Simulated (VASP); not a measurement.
VASP ran on this input.

POSCAR:
```
ZnNi
1.0
  2.6630116947   0.0000000000   0.0000000000
  0.0000000000   2.6630116947   0.0000000000
  0.0000000000   0.0000000000   3.2374126895
Zn Ni
1 1
direct
  0.5000000000   0.5000000000   0.5000000000
  0.0000000000   0.0000000000   0.0000000000
```

**KPOINTS**
```
Automatic mesh
0
Gamma
12 12 10
0 0 0
```

INCAR:
```
SYSTEM=ZnNi
PREC=Accurate; ENCUT=400; LREAL=.False.
LASPH=.True.
EDIFF=1E-6; NELM=100; ALGO=Normal
LMAXMIX=4
ISMEAR=1; SIGMA=0.1
GGA=PS
IBRION=2; NSW=60; ISIF=3
EDIFFG=-0.01
LWAVE=.False.; LCHARG=.False.
```

POTCAR, in this order: Zn Ni (PBE.64 set). Program: vasp_std.

### Question
Translate this PBEsol calculation to Ansatz.

### Answer
One equivalent input (not run):
Ansatz 0.2 input:
```yaml
crystal:
  lattice:
    - [2.6630117, 0.0000000, 0.0000000]
    - [0.0000000, 2.6630117, 0.0000000]
    - [0.0000000, 0.0000000, 3.2374127]
  atoms:
    - { symbol: Zn, position: [0.5000000, 0.5000000, 0.5000000] }
    - { symbol: Ni, position: [0.0000000, 0.0000000, 0.0000000] }
kpoints:
  mp_grid: { grid: [12, 12, 10] }
hamiltonian:
  xc: pbesol
  pseudopotentials: { kind: paw }
scf:
  occupations: { method: methfessel_paxton, width: 0.1 }
  max_iter: 100
relax:
  max_steps: 60
  f_tol: 0.01
  cell: {}
output: { forces: true, stress: true, eigenvalues: true }
```
What does not carry over: each code has its own PAW files, so the cut-off isn't converted (ENCUT is set for VASP's; basis.ecutwfc is left out, and Ansatz then takes the one that its files recommend); Ansatz stops its SCF on the density residual and VASP on the energy change (EDIFF).

The structure comes from a measured ZnNi entry (P4/mmm) of the Crystallography Open Database, whose conditions weren't checked. This run relaxes it. Symmetry was kept, so distortions that lower it aren't found. The start is the result of an earlier pass.
